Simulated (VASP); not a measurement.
A run of VASP 6.6.1 is set up as follows.

INCAR

```
SYSTEM = HfIn4SiO6
PREC = Normal ; ENCUT = 520
EDIFF = 1E-5 ; ISMEAR = 0
SIGMA = 0.15 ; LREAL = Auto
LASPH = .True. ; NELM = 80
ALGO = Fast ; ISIF = 2
LWAVE = .False. ; LCHARG = .False.
GGA = PE ; NBANDS = 63
```

File KPOINTS:

```
regular mesh
0
Gamma
  5 5 3
  0 0 0
```

POSCAR

```
HfIn4SiO6
1.0
    5.1665680000      0.0000000000      0.0000000000
   -2.5832840000      4.4743790000      0.0000000000
    0.0000000000      0.0000000000     10.3496600000
Hf In Si O
1 4 1 6
Direct
    0.0000000000      0.0000000000      0.0000000000
    0.0000000000      0.0000000000      0.6604350000
    0.0000000000      0.0000000000      0.3395650000
    0.6666670000      0.3333330000      0.7885660000
    0.6666670000      0.3333330000      0.2114340000
    0.3333330000      0.6666670000      0.0000000000
    0.3143060000      0.3681580000      0.8981130000
    0.6318420000      0.6856940000      0.1018870000
    0.6318420000      0.9461480000      0.8981130000
    0.0538520000      0.3681580000      0.1018870000
    0.0538520000      0.6856940000      0.8981130000
    0.3143060000      0.9461480000      0.1018870000
```

Potentials or basis: VASP PAW PBE potentials, release 64 (Hf_pv, In_d, Si, O).

Command:

```bash
$ cat potpaw_PBE.64/Hf_pv/POTCAR potpaw_PBE.64/In_d/POTCAR potpaw_PBE.64/Si/POTCAR potpaw_PBE.64/O/POTCAR > POTCAR
$ mpirun -np 1 vasp_std > vasp.out
```

Problem. What does it give for the pressure?

Solution. 0.4 GPa.

Problem. Predict the largest force.

Solution. 0.064 eV/Å.

Stress tensor (GPa, compression positive):
```
0.44 0.00 0.00
0.00 0.44 0.00
0.00 0.00 0.21
```

Spin-orbit coupling is left out, which matters for the levels of Hf.
